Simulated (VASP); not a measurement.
Given:

```yaml
crystal:
  lattice:
    - [4.26000, 2.13000, 2.13000]
    - [2.13000, 4.26000, 2.13000]
    - [2.13000, 2.13000, 4.26000]
  atoms:
    - { symbol: Co, position: [0.00000, 0.00000, 0.00000], spin: 3.0 }
    - { symbol: Co, position: [0.50000, 0.50000, 0.50000], spin: -3.0 }
    - { symbol: O, position: [0.25000, 0.25000, 0.25000] }
    - { symbol: O, position: [0.75000, 0.75000, 0.75000] }
```

Computed with PBE GGA, VASP's PBE PAW potentials (set 64) (plane waves; VASP). Run with 520 eV cut-off, 8×8×8 Γ-centred mesh, Gaussian smearing of 0.050 eV, potentials Co O.

Question: What does the run give for the cell moment, energy per atom (σ→0), pressure, band gap (on the k-mesh) with the smallest direct gap where there is one?

Answer: 
```
Item                                                        Result
------------------------  ----------------------------------------
band gap (on the k-mesh)  none (metal, semimetal or under 0.01 eV)
cell moment                                                0.00 μB
energy per atom (σ→0)                               -6.596 eV/atom
pressure                                                 -3.67 GPa
```

Question: Give the moment on each site (PAW-sphere projection).

Answer: 
| site | moment (μB) |
|---|---|
| Co1 | 2.42 |
| Co2 | -2.42 |
| O3 | 0.00 |
| O4 | 0.00 |

Total energies compare only between runs with the same potentials, cut-off and functional.

The compound is CoO in the rock salt, AFM-II order structure. The cell was not relaxed at this level. The k-mesh is coarse (spacing up to 0.31 per Å, 2π included), so the numbers may not be converged in it.
